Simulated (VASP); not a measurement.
These are PBE GGA, VASP's PBE PAW potentials (set 64) (plane waves; VASP) values and carry that method's errors.

VASP ran on this input.

**POSCAR**
```
Co
2.490280
  0.4999999299  -0.8660253751   0.0000000000
  0.4999999299   0.8660253751   0.0000000000
  0.0000000000   0.0000000000   1.6155609921
Co
2
Direct
  0.3333330000   0.6666670000   0.2500000000
  0.6666670000   0.3333330000   0.7500000000
```

INCAR:
```
SYSTEM = Co
PREC = Accurate
ENCUT = 480
EDIFF = 1E-7
NELM = 100
ALGO = Normal
LREAL = .FALSE.
LASPH = .TRUE.
ISMEAR = 1
SIGMA = 0.1
GGA = PE
LMAXMIX = 4
ISPIN = 2
MAGMOM = 1.6 1.6
LORBIT = 10
LWAVE = .FALSE.
LCHARG = .FALSE.
ISIF = 2
```

KPOINTS:
```
kpoints
0
gamma
  16 16 8
0 0 0
```

POTCAR, in this order: Co (PBE.64 set). Program: vasp_std.

The resulting files:

OSZICAR:
```
       N       E                     dE             d eps       ncg     rms          rms(c)
DAV:   1     0.778666762577E+02    0.77867E+02   -0.79124E+03  9144   0.150E+03
DAV:   2    -0.140837533597E+02   -0.91950E+02   -0.85127E+02  9014   0.251E+02
DAV:   3    -0.161640808854E+02   -0.20803E+01   -0.20228E+01 10827   0.536E+01
DAV:   4    -0.161959501427E+02   -0.31869E-01   -0.31861E-01 12996   0.507E+00
DAV:   5    -0.161961657147E+02   -0.21557E-03   -0.21557E-03 11188   0.407E-01    0.149E+01
DAV:   6    -0.145061119894E+02    0.16901E+01   -0.13612E+01  9630   0.753E+01    0.724E+00
DAV:   7    -0.141057522648E+02    0.40036E+00   -0.18852E+00 10043   0.271E+01    0.381E+00
DAV:   8    -0.140869543518E+02    0.18798E-01   -0.19940E-02 12333   0.156E+00    0.181E+00
DAV:   9    -0.140723275998E+02    0.14627E-01   -0.44608E-03 13230   0.121E+00    0.551E-01
DAV:  10    -0.140716105499E+02    0.71705E-03   -0.31991E-03 12060   0.791E-01    0.238E-01
DAV:  11    -0.140719020170E+02   -0.29147E-03   -0.42002E-04 12212   0.278E-01    0.305E-02
DAV:  12    -0.140719020943E+02   -0.77296E-07   -0.94959E-06 10748   0.322E-02    0.155E-02
DAV:  13    -0.140719019372E+02    0.15710E-06   -0.23691E-06 12546   0.230E-02    0.614E-03
DAV:  14    -0.140719016318E+02    0.30536E-06   -0.29390E-07 10171   0.654E-03    0.672E-04
DAV:  15    -0.140719015418E+02    0.89999E-07   -0.19294E-08  5151   0.193E-03
   1 F= -.14071902E+02 E0= -.14072338E+02  d E =0.130820E-02  mag=     3.1424
```

**OUTCAR**
```
------------------------ aborting loop because EDIFF is reached ----------------------------------------
  FORCE on cell =-STRESS in cart. coord.  units (eV):
  Direction    XX          YY          ZZ          XY          YZ          ZX
  --------------------------------------------------------------------------------------
  Total       -0.0441351     -0.0441352     -0.0048557      0.0000000     -0.0000000      0.0000000
  in kB       -3.2726281     -3.2726288     -0.3600544      0.0000000     -0.0000000      0.0000000
  external PRESSURE =      -2.3017705 kB  Pullay stress =       0.0000000 kB
  volume of cell :       21.61
      direct lattice vectors                 reciprocal lattice vectors
     1.245139825 -2.156645671  0.000000000     0.401561326 -0.231841515  0.000000000
     1.245139825  2.156645671  0.000000000     0.401561326  0.231841515  0.000000000
     0.000000000  0.000000000  4.023199227     0.000000000  0.000000000  0.248558409
 POSITION                                       TOTAL-FORCE (eV/Angst)
 -----------------------------------------------------------------------------------
      1.24514      0.71888      1.00580        -0.000000     -0.000000      0.000000
      1.24514     -0.71888      3.01740         0.000000      0.000000      0.000000
 -----------------------------------------------------------------------------------
    total drift:                               -0.000023      0.000000     -0.000029
  FREE ENERGIE OF THE ION-ELECTRON SYSTEM (eV)
  ---------------------------------------------------
  free  energy   TOTEN  =       -14.0719015418 eV

  energy  without entropy=      -14.0732097443  energy(sigma->0) =      -14.07233761

 total charge

# of ion       s       p       d       tot
------------------------------------------
    1        0.489   0.523   7.269   8.282
    2        0.489   0.523   7.269   8.282
--------------------------------------------------
tot          0.979   1.047  14.538  16.564

 magnetization (x)

# of ion       s       p       d       tot
------------------------------------------
    1       -0.016  -0.057   1.665   1.592
    2       -0.016  -0.057   1.665   1.592
--------------------------------------------------
tot         -0.032  -0.114   3.330   3.184
```
(Selected blocks of OUTCAR.)

The compound is Co in the hcp structure. It was relaxed first.
